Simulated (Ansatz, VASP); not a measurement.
# LiSiP in two plane-wave programs

One calculation is typed for both programs; each brings its own data sets and cutoff. How far apart do they land? The cell is generated by rule, not measured, and may not be a known phase. The cell is taken from a series of VASP runs on this material, whose earlier steps may have relaxed, scaled or displaced it; both programs get it as it stands.

Method: plane waves, with VASP 6.6.1 beside it; single point at PBE and single point at r2SCAN with D4, in Ansatz 0.2.0.

## (1) The starting structure

The structure is orthorhombic, space group Cmmm (No. 65). The conventional cell has a = 4.807 Å, b = 4.820 Å, c = 4.998 Å, α = 90.00°, β = 90.00°, γ = 90.00°. Nearest to Li lie 2 Si at 2.50 Å. Nearest to Si lie 4 P at 2.40 to 2.41 Å and 2 Li at 2.50 Å. Nearest to P lie 4 Si at 2.40 to 2.41 Å. Farther neighbours are not listed.

As a file:

```xyz
3
Lattice="2.4099 -2.4037 0.0000 2.4099 2.4037 0.0000 0.0000 0.0000 4.9977" Properties=species:S:1:pos:R:3 pbc="T T T"
Li    2.4099    0.0000    2.4989
Si    2.4099    0.0000    0.0000
P     0.0000    0.0000    0.0000
```

## (2) VASP: single point, PBE

A single point gives forces, pressure and levels at one fixed geometry, so differences don't come from the geometry; what else differs is listed under the comparison.

Lines of VASP's logs that name or quote its potential files are left out, and so is its time.

File INCAR:

```
SYSTEM = LiSiP
PREC = Accurate
ENCUT = 650
EDIFF = 1E-06
NELM = 100
ISMEAR = -1
SIGMA = 0.05
LREAL = .FALSE.
ALGO = Normal
GGA = PE
LORBIT = 11
LWAVE = .FALSE.
LCHARG = .TRUE.
ISIF = 2
LELF = .TRUE.
LVHAR = .TRUE.
```

File POSCAR:

```
LiSiP
1.0
    2.4099144714     -2.4036713035      0.0000000000
    2.4099144714      2.4036713035      0.0000000000
    0.0000000000      0.0000000000      4.9977174181
Li Si P
1 1 1
Direct
    0.5000000000      0.5000000000      0.5000000000
    0.5000000000      0.5000000000      0.0000000000
    0.0000000000      0.0000000000      0.0000000000
```

File KPOINTS:

```
Automatic mesh
0
Gamma
7 7 5
0 0 0
```

Potentials, in the order of the species: Li_sv, Si and P (PBE family, release 64).

The run is started by

```
mpirun -np 1 vasp_std
```

Numbers of over 12 decimals in the logs are rounded to 6 here.

Log:

```text
[banner, memory and clock lines left out]
running    1 mpi-ranks, on    1 nodes
 distrk:  each k-point on    1 cores,    1 groups
 distr:  one band on    1 cores,    1 groups

 POSCAR found type information on POSCAR LiSiP
 POSCAR found :  3 types and       3 ions
 LDA part: xc-table for (Slater+PW92), standard interpolation
 POSCAR, INCAR and KPOINTS ok, starting setup
 FFT: planning ... GRIDC
 FFT: planning ... GRID_SOFT
 FFT: planning ... GRID
 WAVECAR not read
 entering main loop
       N       E                     dE             d eps       ncg     rms          rms(c)
DAV:   1     0.315443620126E+02    0.31544E+02   -0.56161E+03   960   0.123E+03
DAV:   2    -0.895122725009E+01   -0.40496E+02   -0.38672E+02  1268   0.172E+02
DAV:   3    -0.123080686821E+02   -0.33568E+01   -0.33331E+01  1640   0.408E+01
DAV:   4    -0.125389574412E+02   -0.23089E+00   -0.23056E+00  1402   0.924E+00
DAV:   5    -0.125463938755E+02   -0.74364E-02   -0.74343E-02  1380   0.172E+00    0.504E+00
DAV:   6    -0.123789369971E+02    0.16746E+00   -0.19307E-01  1162   0.204E+00    0.301E+00
DAV:   7    -0.123299664656E+02    0.48971E-01   -0.30142E-01  1232   0.251E+00    0.377E-01
DAV:   8    -0.123327822591E+02   -0.28158E-02   -0.43495E-02  1062   0.116E+00    0.176E-01
DAV:   9    -0.123312840585E+02    0.14982E-02   -0.95834E-03  1106   0.494E-01    0.168E-01
DAV:  10    -0.123316428034E+02   -0.35874E-03   -0.14507E-03  1144   0.232E-01    0.569E-02
DAV:  11    -0.123316919082E+02   -0.49105E-04   -0.23504E-04  1118   0.110E-01    0.221E-02
DAV:  12    -0.123316804116E+02    0.11497E-04   -0.54918E-05  1438   0.361E-02    0.554E-03
DAV:  13    -0.123316814151E+02   -0.10035E-05   -0.45132E-06  1158   0.146E-02    0.302E-03
DAV:  14    -0.123316817980E+02   -0.38283E-06   -0.51783E-07   748   0.493E-03
   1 F= -.12331682E+02 E0= -.12325724E+02  d E =-.119153E-01
```

OUTCAR, selected parts (step 2):

```text
ion  position               nearest neighbor table
   1  0.500  0.500  0.500-   2 2.50   2 2.50
   2  0.500  0.500  0.000-   3 2.40   3 2.40   3 2.41   3 2.41   1 2.50   1 2.50
   3  0.000  0.000  0.000-   2 2.40   2 2.40   2 2.41   2 2.41

  LATTYP: Found a base centered orthorhombic cell.
 ALAT       =     4.8073426070
 B/A-ratio  =     1.0025973468
 C/A-ratio  =     1.0396008412

 Subroutine GETGRP returns: Found  8 space group operations
 (whereof  8 operations were pure point group operations)

The static configuration has the point symmetry D_2h.

 Found     48 irreducible k-points:

   k-points           NKPTS =     48   k-points in BZ     NKDIM =     48   number of bands    NBANDS=     10

   dimension x,y,z NGX =    28 NGY =   28 NGZ =   42
   dimension x,y,z NGXF=    56 NGYF=   56 NGZF=   84

   ENCUT  =  650.0 eV  47.77 Ry    6.91 a.u.   7.08  7.08 10.39*2*pi/ulx,y,z

   NELECT =      12.0000    total number of electrons

 k-points in reciprocal lattice and weights: Automatic mesh
   0.00000000  0.00000000  0.00000000       0.004
   0.14285714  0.00000000  0.00000000       0.016
   0.28571429  0.00000000  0.00000000       0.016
   0.42857143 -0.00000000  0.00000000       0.016
   0.14285714  0.14285714  0.00000000       0.008
   0.28571429  0.14285714  0.00000000       0.016
   0.42857143  0.14285714  0.00000000       0.016
  -0.42857143  0.14285714  0.00000000       0.016
  -0.28571429  0.14285714  0.00000000       0.016
[...]
0.42857143  0.42857143  0.40000000       0.016
  -0.42857143  0.42857143  0.40000000       0.016

 average (electrostatic) potential at core
       1 -61.7669       2 -84.8474       3 -84.2369

 E-fermi :   4.4254

 k-point     1 :       0.0000    0.0000    0.0000
  band No.  band energies     occupation
    ...
      2      -8.6946      2.00000
      3       0.0211      2.00000
      4       2.0935      2.00000
      5       2.1375      2.00000
      6       2.9605      2.00000
      7       4.7095      0.00679
      8       7.3323      0.00000
      9       8.1028      0.00000
     10      12.8536      0.00000

 k-point     2 :       0.1429    0.0000    0.0000
  band No.  band energies     occupation
    ...
      2      -8.4587      2.00000
      3       0.0083      2.00000
      4       0.2555      2.00000
      5       2.3311      2.00000
      6       4.1353      1.99398
      7       5.1628      0.00000
      8       7.2681      0.00000
      9       8.6152      0.00000
     10      10.6007      0.00000

 k-point     3 :       0.2857    0.0000    0.0000
  band No.  band energies     occupation
      1     -42.6745      2.00000
      2      -7.7700      2.00000
      3      -2.3905      2.00000
      4       0.9535      2.00000
      5       2.9584      2.00000
      6       4.9481      0.00006
      7       5.4935      0.00000
      8       6.0555      0.00000
      9       8.1860      0.00000
     10       9.3352      0.00000

  Total       -0.0281364      0.0153576     -0.0014159      0.0000000      0.0000000      0.0000000
  in kB       -0.7785768      0.4249666     -0.0391800      0.0000000      0.0000000      0.0000000
  external PRESSURE =      -0.1309300 kB  Pullay stress =       0.0000000 kB

  energy-cutoff  :      650.00
  volume of cell :       57.90
      direct lattice vectors                 reciprocal lattice vectors
     2.409914471 -2.403671303  0.000000000     0.207476243 -0.208015131  0.000000000
     2.409914471  2.403671303  0.000000000     0.207476243  0.208015131  0.000000000
     0.000000000  0.000000000  4.997717418     0.000000000  0.000000000  0.200091345

 POSITION                                       TOTAL-FORCE (eV/Angst)
 -----------------------------------------------------------------------------------
      2.40991      0.00000      2.49886         0.000000      0.000000      0.000000
      2.40991      0.00000      0.00000         0.000000      0.000000      0.000000
      0.00000      0.00000      0.00000         0.000000      0.000000      0.000000
 -----------------------------------------------------------------------------------
    total drift:                                0.000000      0.000000     -0.000000

  FREE ENERGIE OF THE ION-ELECTRON SYSTEM (eV)
  ---------------------------------------------------
  free  energy   TOTEN  =       -12.3316817980 eV

  energy  without entropy=      -12.3197665337  energy(sigma->0) =      -12.32572417

 total charge
# of ion       s       p       d       tot
------------------------------------------
    1        2.020   0.045   0.000   2.065
    2        0.803   0.816   0.000   1.619
    3        1.058   1.391   0.000   2.449
--------------------------------------------------
tot          3.882   2.252   0.000   6.133

[... 3 further parts left out ...]
```

The run ends at a pressure of -0.01 GPa.

## (3) Ansatz: single point, PBE

Ansatz runs on its default PAW (the set named soft_2) files.

The same cell, functional, mesh and smearing now go to Ansatz, which takes its cutoff from its data sets.

File input.yaml:

```yaml
crystal:
  lattice:
    - [2.4099144714, -2.4036713035, 0.0]
    - [2.4099144714, 2.4036713035, 0.0]
    - [0.0, 0.0, 4.9977174181]
  atoms:
    - { symbol: Li, position: [0.5, 0.5, 0.5] }
    - { symbol: Si, position: [0.5, 0.5, 0.0] }
    - { symbol: P, position: [0.0, 0.0, 0.0] }
hamiltonian:
  xc: pbe
  pseudopotentials: { kind: paw }
kpoints:
  mp_grid: { grid: [7, 7, 5] }
scf:
  occupations: { method: fermi_dirac, width: 0.05 }
  n_extra_bands: 4
output:
  forces: true
  stress: true
  eigenvalues: true
```

The run is started by

```
ansatz run input.yaml --threads 4 --pin off --max-ram 9216MiB --backend cpu --events-out ev --progress --plain --runs-dir out
```

Log:

```text
scf.n_extra_bands = 4 over 6 filled bands (N_el = 12.0): the run solves 10 bands
Engine: ansatz 0.2.0, x86_64-unknown-linux-gnu
Pseudopotentials: kind: paw
Pseudopotential: Li, paw, valence charge 3, recommended cutoff 420 eV (normal), Li.paw.azcp
Pseudopotential: Si, paw, valence charge 4, recommended cutoff 420 eV (normal), Si.paw.azcp
Pseudopotential: P, paw, valence charge 5, recommended cutoff 420 eV (normal), P.paw.azcp
Functional definition: PBE
  parameter kappa = 0.804
  parameter beta = 0.066725
  exchange = pbe_x(kappa = kappa, mu = beta*pi^2/3)
  correlation = pbe_c(beta = beta)
Crystal: 3 atoms, lattice volume = 57.900 Å³
Basis set: ecut = 420 eV, 1109 PW (Γ), exchange–correlation on 48×48×72 points (8 copies of the dense FFT grid, shifted against one another)
Bands: 10, of which v1, the nominal top of the filled ones, is band 6 counted from 1 (5 counted from 0)
Symmetry: 8 space group operations
Space group: Cmmm (ITA 65), of the structure as read, at distance tolerance 3.9e-5 Å
k-points: 48 of 245
Non-local potential: Li, projectors of the file, l = 0: 3, l = 1: 2, l = 2: 1
Non-local potential: Si, projectors of the file, l = 0: 2, l = 1: 2, l = 2: 2
Non-local potential: P, projectors of the file, l = 0: 2, l = 1: 2, l = 2: 2
PAW form: soft (Blöchl's): semilocal exchange-correlation on the pseudo side does not see the compensation charge
PAW one-centre angular grid: Li, 110 points (default); XC on 64 Gauss nodes
PAW one-centre angular grid: Si, 110 points (default); XC on 64 Gauss nodes
PAW one-centre angular grid: P, 110 points (default); XC on 64 Gauss nodes
Initial density: superposition of atomic densities (neutral atoms: chi_scale 0, normalization atom), corrected by the library's trained network
Initial wavefunctions: pseudopotential atomic-orbital guess
Functional: x = pbe(κ = 0.804, μ = 0.219515), c = pbe(β = 0.066725)
SCF iter   1: F=—  HF=-1595.816305 eV  |F-HF|=—  |Δ(HF+E_count)|=         —  Δρ=2.94e-3  dr2=1.89e-2  ethr=1.77e-3  ⟨swp⟩=6.4  Hψ=3873  notcnv=0
preconditioner: auto → none  [metal: Δε(μ)=0.072 eV  Ē_g=8.440 eV  σ=0.050 eV  W_gap=0.35  n_scr=6 (ndim 8)  ℏωp=15.4 eV  f_vac=0.000  D(μ)=1.20/eV (n_scr^D=6)  sad-step TF]
SCF iter   2: F=—  HF=-1595.813064 eV  |F-HF|=—  |Δ(HF+E_count)|=   3.24e-3  Δρ=1.85e-3  dr2=9.13e-3  ethr=1.57e-4  ⟨swp⟩=1.7  Hψ=943  notcnv=0
SCF iter   3: F=—  HF=-1595.811343 eV  |F-HF|=—  |Δ(HF+E_count)|=   1.72e-3  Δρ=1.22e-3  dr2=1.77e-3  ethr=7.61e-5  ⟨swp⟩=2.4  Hψ=885  notcnv=0
SCF iter   4: F=—  HF=-1595.810956 eV  |F-HF|=—  |Δ(HF+E_count)|=   3.86e-4  Δρ=2.82e-4  dr2=8.80e-5  ethr=1.48e-5  ⟨swp⟩=2.2  Hψ=690  notcnv=0
SCF iter   5: F=—  HF=-1595.811008 eV  |F-HF|=—  |Δ(HF+E_count)|=   5.15e-5  Δρ=4.30e-5  dr2=2.20e-6  ethr=7.33e-7  ⟨swp⟩=2.4  Hψ=719  notcnv=0
SCF iter   6: F=—  HF=-1595.811008 eV  |F-HF|=—  |Δ(HF+E_count)|=   5.81e-7  Δρ=1.38e-5  dr2=1.07e-7  ethr=1.83e-8  ⟨swp⟩=2.5  Hψ=735  notcnv=0
SCF iter   7: F=-1595.811008 eV  HF=-1595.811008 eV  |F-HF|=1.44e-10  |Δ(HF+E_count)|=   8.18e-8  Δρ=1.53e-6  dr2=1.85e-9  ethr=8.33e-10  ⟨swp⟩=7.1  Hψ=2733  notcnv=0
SCF 1 converged in 7 iterations: F = -1595.811008 eV  dr2 = 1.85e-9
  greatest PAW one-centre occupation: 1.000 electrons in one spin orbital (limit 2), on the Li atom at site 0 (counted from 0), in its partial waves of l = 0
SCF converged after 7 iterations
Free energy (F): -1595.811008 eV
Harris-Foulkes:  -1595.811008 eV  (|F-HF|=1.44e-10)
Internal energy: -1595.799079 eV  (E = F + TS)
E sigma→0 (E₀):  -1595.805043 eV
Entropy (-TS):   -0.011930 eV (-3.977 meV/atom)
Fermi energy:    5.046066 eV
--- Per-component energies (eV) ---
  E_band       = -84.958259
  E_kinetic    = 132.240229
  E_local      = -259.925530  (includes V_loc(G=0)·N_el)
  E_nonlocal   = 26.141104
  E_hartree    = 80.092910
  E_xc         = -127.349312
  E_vxc        = -121.274952  (∫ρ·V_xc dr)
  E_paw        = -1102.707370  (= ΣΔE_a)
  E_vpaw       = -22.324964  (= ΣTr[D̂ρ^β])
  E_aug_tail   = 0.000017  (compensation charges beyond the density's cutoff)
  E_ewald      = -344.291127
  E_smearing   = -0.011930  (= −TS)
  E_closure    = 0.000000  (closes the sum)
  Σ components = -1595.811008   (vs F -1595.811008, Δ=0.00e0)
--- Forces (eV/Å), atoms counted from 1 ---
  atom   1  Li    -0.00000000     0.00000000     0.00000000
  atom   2  Si     0.00000000     0.00000000     0.00000000
  atom   3  P      0.00000000     0.00000000     0.00000000
  max |Σ_I F_I| component: 1.48e-30 eV/Å
--- Stress (GPa, compression-positive) ---
        0.033439       0.000000       0.000000
        0.000000       0.152665       0.000000
        0.000000       0.000000       0.032178
  P = ⅓ Tr σ = 0.0728 GPa (0.728 kbar)
--- Band table (eV; the first three rows and the last of 48) ---
  k-point 0: bands = ["-42.0354", "-8.0733", "0.6437", "2.7129", "2.7570", "3.5810", "5.3270", "7.9456", "8.7254", "13.4368"]
  k-point 1: bands = ["-42.0354", "-8.0604", "0.3485", "2.7316", "2.7758", "3.5917", "6.1380", "7.9881", "8.7933", "12.2572"]
  k-point 2: bands = ["-42.0353", "-8.0391", "-0.0328", "2.7625", "2.8069", "3.5740", "8.0602", "8.1138", "8.9301", "10.9416"]
  k-point 47: bands = ["-42.0324", "-4.4865", "-1.8725", "-0.8629", "0.4490", "3.7496", "5.0821", "6.8782", "7.6772", "12.1134"]
```

The job ended after 1.1 s (4 threads of AMD EPYC 7R43, shared host; peak memory 0.4 GiB; 3 s of CPU time).

The column dr2 measures how far the density is from self-consistency, as an energy; F and HF (Harris–Foulkes) agree once it is small.

The run ends at a pressure of 0.07 GPa.

## (4) Side by side

Known differences besides the potentials themselves: the cutoff is 420 eV in Ansatz and 650 eV in VASP; VASP leaves aspherical gradient terms in its spheres out (LASPH is not set), Ansatz keeps them. Total energies have different zeros and are not compared.

Both answers:

```csv
quantity,Ansatz,VASP,difference
pressure (GPa),0.07,-0.01,+0.09
```

(Continued in part 2 of 2.)

[Lines on the potential files, build, host, timing and source positions are cut from VASP's logs without a mark.]

[Logs are printed without paths, hosts, clocks, repeated set-up lines and the standing remarks that a program may print on its own settings, such as how far it seeks lower states.]

[Hosts, paths, dates, database ids (printed as entryN), source tags and the programs' standing remarks are cut or masked in the printed files.]
